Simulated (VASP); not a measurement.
Input of a VASP 6.6.1 run:

INCAR

```
ALGO     = Normal         # electronic algorithm
EDIFF    = 1E-6           # SCF threshold, eV
ENCUT    = 520            # plane-wave cutoff, eV
GGA      = PE             # functional
ISIF     = 2              # what is computed and relaxed
ISMEAR   = 0              # smearing method
LASPH    = T              # aspherical terms in the spheres
LCHARG   = F              # write CHGCAR
LREAL    = F              # projectors in reciprocal space
LWAVE    = F              # write WAVECAR
NBANDS   = 36             # bands
NELM     = 60             # most SCF steps
PREC     = Accurate       # precision mode
SIGMA    = 0.1            # smearing width, eV
```

Contents of KPOINTS:

```
k-points
0
Gamma
  4 4 4
```

Contents of POSCAR:

```
TaBr3F3
1.0
    5.3907748200      0.0000000000      0.0000000000
    0.0000000000      5.3907748200      0.0000000000
    0.0000000000      0.0000000000      5.3907748200
Ta Br F
1 3 3
Direct
    0.5000000000      0.5000000000      0.5000000000
    0.5000000000      0.0000000000      0.0000000000
    0.0000000000      0.5000000000      0.0000000000
    0.0000000000      0.0000000000      0.5000000000
    0.5000000000      0.5000000000      0.0000000000
    0.0000000000      0.5000000000      0.5000000000
    0.5000000000      0.0000000000      0.5000000000
```

Potentials or basis: VASP PAW PBE potentials, release 64 (Ta_pv, Br, F).

The run is started by

```console
$ cat potpaw_PBE.64/Ta_pv/POTCAR potpaw_PBE.64/Br/POTCAR potpaw_PBE.64/F/POTCAR > POTCAR
$ mpirun -np 1 vasp_std > vasp.out
```

Q: Estimate the band gap on the k mesh.

A: None (metal or under the smearing width).

Q: Estimate the pressure.

A: -8.3 GPa.

Caveat: an odd number of electrons without spin polarisation forces a metal; a magnetic or distorted state may lie lower. Spin-orbit coupling is left out, which matters for the levels of Ta.
